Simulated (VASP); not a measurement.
Computed with LDA (Ceperley-Alder, Perdew-Zunger), VASP's LDA PAW potentials (set 64) (plane waves; VASP 6.6.1).

A VASP calculation is set up with these files.

File KPOINTS:
```
Automatic
0
Gamma
 9 9 2
0 0 0
```

**POSCAR**
```
ZnS
1.0
  3.8323310000   0.0000000000   0.0000000000
 -1.9161650000   3.3188960000   0.0000000000
  0.0000000000   0.0000000000  18.7982840000
Zn S
6 6
Direct
  0.3333330000   0.6666670000   0.8332600000
  0.6666670000   0.3333330000   0.3332600000
  0.6666670000   0.3333330000   0.6668600000
  0.3333330000   0.6666670000   0.1668600000
  0.0000000000   0.0000000000   0.4999400000
  0.0000000000   0.0000000000   0.9999400000
  0.3333330000   0.6666670000   0.9581200000
  0.6666670000   0.3333330000   0.4581200000
  0.6666670000   0.3333330000   0.7917100000
  0.3333330000   0.6666670000   0.2917100000
  0.0000000000   0.0000000000   0.6251100000
  0.0000000000   0.0000000000   0.1251100000
```

INCAR:
```
NELM = 100   ! most electronic steps
SIGMA = 0.01   ! width (eV)
EDIFF = 1E-6   ! SCF stop (eV)
IBRION = 2   ! conjugate gradients
LCHARG = .False.
LWAVE = .False.
ALGO = Normal
SYSTEM = ZnS
ENCUT = 300   ! plane-wave cut-off (eV)
EDIFFG = -0.01   ! ionic stop
ISMEAR = 0
NSW = 50   ! most ionic steps
PREC = Accurate
LMAXMIX = 4   ! l cut-off of mixed one-centre charges
LREAL = .False.   ! projection in real space or not
ISIF = 3
LASPH = .True.
```

POTCAR, in this order: Zn S (LDA.64 set). Program: vasp_std.

At this cut-off the stress carries a Pulay error, which pulls relaxed volumes low. Energy and stress use the plane-wave basis of the starting cell.

### Question
Predict the energy per atom (σ→0), volume per atom, band gap (on the k-mesh).

### Answer

```yaml
energy per atom (σ→0): -4.103 eV/atom
band gap (on the k-mesh): 2.17 eV
volume_per_atom: 18.61 Å³/atom
```

### OSZICAR
```
...
DAV:   1    -0.492385222730E+02   -0.22547E-02   -0.32135E-02  3792   0.201E+00    0.351E-01
DAV:   2    -0.492365466651E+02    0.19756E-02   -0.80093E-03  3600   0.132E+00    0.135E-01
DAV:   3    -0.492363234696E+02    0.22320E-03   -0.26924E-04  3312   0.630E-02    0.694E-02
DAV:   4    -0.492362532009E+02    0.70269E-04   -0.37794E-05  3480   0.313E-02    0.338E-02
DAV:   5    -0.492362415755E+02    0.11625E-04   -0.51378E-06  3040   0.455E-02    0.295E-03
DAV:   6    -0.492362424074E+02   -0.83190E-06   -0.10920E-05  3064   0.272E-02    0.393E-03
DAV:   7    -0.492362424313E+02   -0.23954E-07   -0.52515E-07  1784   0.600E-03
   4 F= -.49236242E+02 E0= -.49236242E+02  d E =-.275118E+00
```

The structure comes from a computed database's ZnS entry; how it stands against other phases isn't given here. This run relaxes it. Symmetry was kept, so distortions that lower it aren't found. The run is one of a series of settings (EDIFFG = -0.01, GGA removed, IBRION = 2, ISIF = 3, NSW = 50, POTCAR Zn S (LDA.64 set) against the base run), some of them coarse on purpose.
